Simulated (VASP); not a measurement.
Crystal: SiO.

```xyz
2
Lattice="2.8070 0.0000 0.0000 0.0000 2.8070 0.0000 0.0000 0.0000 2.8070" Properties=species:S:1:pos:R:3 pbc="T T T"
Si    0.0000    0.0000    0.0000
O     1.4035    1.4035    1.4035
```

The cell was built by a generator and needn't be a form met in nature.

```yaml
Program: VASP 6.6.1
Task: relaxation of cell and atoms
Functional: SCAN0
Potentials_or_basis: VASP PAW PBE potentials, release 64 (Si, O)
Cutoff: 600 eV
k_mesh: 5 × 5 × 5
Occupations: gaussian, width 0.05 eV
Spin: no spin polarisation
```

At the start: pressure -3.8 GPa; volume 11.06 Å³/atom.

Q: How do energy, volume and symmetry change on relaxing?

A: Over 3 steps the energy falls by 3.6 meV/atom and the volume is 10.76 Å³/atom (-2.7 %); space group Pm-3m (No. 221, to 0.05 Å).

Step by step:
| step | energy change (eV) | largest force (eV/Å) | pressure (GPa) | volume (Å³) |
| --- | --- | --- | --- | --- |
| 1 | 0.0000 | 0.0000 | -3.85 | 22.12 |
| 2 | -0.0058 | 0.0000 | 1.84 | 21.28 |
| 3 | -0.0072 | 0.0000 | 0.03 | 21.53 |

Final structure:
```
Si O
1.0
     2.78194    0.00000    0.00000
     0.00000    2.78194    0.00000
     0.00000    0.00000    2.78194
Si O
1 1
Direct
  0.00000 0.00000 0.00000
  0.50000 0.50000 0.50000
```

Caveat: the k mesh is coarse (spacing up to 0.45 Å⁻¹), so the values aren't converged, least of all with exact exchange; the PAW data sets were made with another functional, which shifts forces and pressure a little.
